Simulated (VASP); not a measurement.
Input:

```xyz
3
Lattice="3.5750 0.0000 0.0000 -1.7875 3.0960 0.0000 0.0000 0.0000 16.9473" Properties=species:S:1:pos:R:3 pbc="T T T"
Zr     0.0000     0.0000     8.4737
S      0.0000     2.0640     9.9473
S      1.7875     1.0320     7.0000
```

Computed with LDA (Ceperley-Alder, Perdew-Zunger), VASP's LDA PAW potentials (set 64) (plane waves; VASP). Settings: 300 eV cut-off, 11×11×1 Γ-centred mesh, Fermi-Dirac smearing of 0.10 eV, potentials Zr_sv S.

At this cut-off the stress carries a Pulay error, which pulls relaxed volumes low. The cell holds a wide vacuum, so values per volume refer to the whole cell.

Q: Which forces act on the atoms, in eV/Å?

A: 
| atom | Fx | Fy | Fz |
|---|---|---|---|
| Zr1 | 0.000 | 0.000 | 0.000 |
| S2 | 0.000 | 0.000 | -0.177 |
| S3 | 0.000 | 0.000 | 0.177 |

Q: Give the stress tensor in GPa (positive for a compressed cell).

A: 
```
 0.10   0.00   0.00
 0.00   0.10   0.00
 0.00   0.00  -0.64
```
The pressure is its mean diagonal, -0.15 GPa.

The cell is a sheet with vacuum, built from a generated structure.
